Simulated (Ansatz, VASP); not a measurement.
InC3S: VASP beside Ansatz

INCAR

```
  PREC = Accurate
  ENCUT = 520
  EDIFF = 1E-7
  ISMEAR = 0
  SIGMA = 0.1
  LREAL = False
  LASPH = True
  NELM = 80
  ALGO = Normal
  ISIF = 2
  LWAVE = False
  LCHARG = True
  GGA = PE
  LELF = True
  LVHAR = True
  NBANDS = 24
```

File KPOINTS:

```
regular mesh
0
Gamma
  4 6 6
```

POSCAR

```
InC3S
1.0
    5.3527129100      0.0000000000      0.0000000000
    0.0000000000      2.0011640700      3.7161372100
    0.0000000000     -2.0011640700      3.7161372100
In C S
1 3 1
Direct
    0.5000000000      0.3438053300      0.3438053300
    0.2867526600      0.0161276900      0.0161276900
    0.7132473400      0.0161276900      0.0161276900
    0.5000000000      0.6241510200      0.6241510200
    0.0000000000      0.6664549700      0.6664549700
```

Input for Ansatz:

```yaml
crystal:
  lattice:
    - [5.35271291, 0.0, 0.0]
    - [0.0, 2.00116407, 3.71613721]
    - [0.0, -2.00116407, 3.71613721]
  atoms:
    - { symbol: In, position: [0.5, 0.34380533, 0.34380533] }
    - { symbol: C, position: [0.28675266, 0.01612769, 0.01612769] }
    - { symbol: C, position: [0.71324734, 0.01612769, 0.01612769] }
    - { symbol: C, position: [0.5, 0.62415102, 0.62415102] }
    - { symbol: S, position: [0.0, 0.66645497, 0.66645497] }
basis:
  ecutwfc: 420
kpoints:
  mp_grid: { grid: [4, 6, 6] }
hamiltonian:
  xc: pbe
scf:
  occupations: { method: gaussian, width: 0.1 }
  lower_state_search: "off"
output:
  forces: true
  stress: true
  eigenvalues: true
```

Alike in both runs: task single point; functional PBE; k mesh 4 × 6 × 6; occupations gaussian, width 0.1 eV; no spin polarisation.

```csv
,VASP,Ansatz
version,VASP 6.6.1,Ansatz 0.2.0
potentials or method,"VASP PAW PBE potentials, release 64 (In_d, C, S)","scalar-relativistic, plane waves, PAW"
plane-wave cutoff (eV),520,420
valence electrons in the cell,31,31
```

VASP gave:

* gap on the k mesh at the Fermi level (eV): none
* pressure (GPa): -9.3
* largest component of the traceless stress (GPa): 6.86
* rms of the force components (eV/Å): 0.976

Problem. What did Ansatz give for the same quantities?

Solution. gap on the k mesh at the Fermi level (eV): none; pressure (GPa): -9.2; largest component of the traceless stress (GPa): 6.88; rms of the force components (eV/Å): 0.979.

Atom by atom the forces differ by 0.003 eV/Å (rms over components). A gap of «none» marks a metal or a gap that the smearing closes. The functional is the same, so the differences come from potentials, cutoffs and numerics.

Caveats: forces of over 1 eV/Å show positions far from the minimum, so gaps and moduli don't describe the material at rest.
